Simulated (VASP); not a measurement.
Write the native input for VASP 6.6.1 that does the following.

* Task: relaxation of cell and atoms
* Functional: PBE
* Potentials or basis: VASP PAW PBE potentials, release 64 (Ti_sv, Te, S)
* Cutoff: 520 eV
* k mesh: 5 × 5 × 1
* Occupations: gaussian, width 0.15 eV
* Spin: no spin polarisation
* Further INCAR settings: PREC = Normal; ALGO = Fast; EDIFF = 0.0001; IBRION = 2; EDIFFG = -0.08; NSW = 24; ISIF = 3

The structure of Ti2TeS lies in POSCAR:

```
Ti2TeS
1.0
    3.6000000000      0.0000000000      0.0000000000
   -1.8000000000      3.1176914500      0.0000000000
    0.0000000000      0.0000000000     14.7000000000
Ti Te S
4 2 2
Direct
    0.6666666700      0.3333333300      0.9000000000
    0.3333333300      0.6666666700      0.1000000000
    0.6666666700      0.3333333300      0.6000000000
    0.3333333300      0.6666666700      0.4000000000
    0.6666666700      0.3333333300      0.2500000000
    0.3333333300      0.6666666700      0.7500000000
    0.0000000000      0.0000000000      0.0000000000
    0.0000000000      0.0000000000      0.5000000000
```

The cell was built by a generator and needn't be a form met in nature.

The input as run:

INCAR

```
SYSTEM = Ti2TeS
PREC = Normal ; ENCUT = 520
EDIFF = 1E-4 ; ISMEAR = 0
SIGMA = 0.15 ; LREAL = .False.
LASPH = .True. ; NELM = 60
ALGO = Fast ; ISIF = 3
LWAVE = .False. ; LCHARG = .False.
GGA = PE ; IBRION = 2
NSW = 24 ; EDIFFG = -0.08
```

KPOINTS

```
Automatic mesh
0
Gamma
  5 5 1
  0 0 0
```

Potentials or basis: VASP PAW PBE potentials, release 64 (Ti_sv, Te, S).

The run is started by

```bash
$ cat potpaw_PBE.64/Ti_sv/POTCAR potpaw_PBE.64/Te/POTCAR potpaw_PBE.64/S/POTCAR > POTCAR
$ mpirun -np 1 vasp_std > vasp.out
```

It gave:

```
Relaxed volume                         : 18.40 Å³/atom
Relaxed cell                           : a = 3.730 Å, b = 3.730 Å, c = 12.215 Å, α = 90.00°, β = 90.00°, γ = 120.00°
Space group after relaxing (to 0.05 Å) : P6_3/mmc (No. 194)
Energy gained by relaxing              : 204.1 meV/atom
Ionic steps                            : 15
Pressure after relaxing                : 0.0 GPa
Largest force after relaxing           : 0.011 eV/Å
Band gap on the k mesh                 : none (metal or under the smearing width)
```

Caveat: the k mesh is coarse (spacing up to 0.43 Å⁻¹), so the values aren't converged; the relaxation stopped at a loose force limit of 0.08 eV/Å, so its end isn't a converged minimum.

Run time: 5.3 min on 1 thread of Intel(R) Xeon(R) 6975P-C (Granite Rapids) (shared host), peak memory 0.21 GiB.
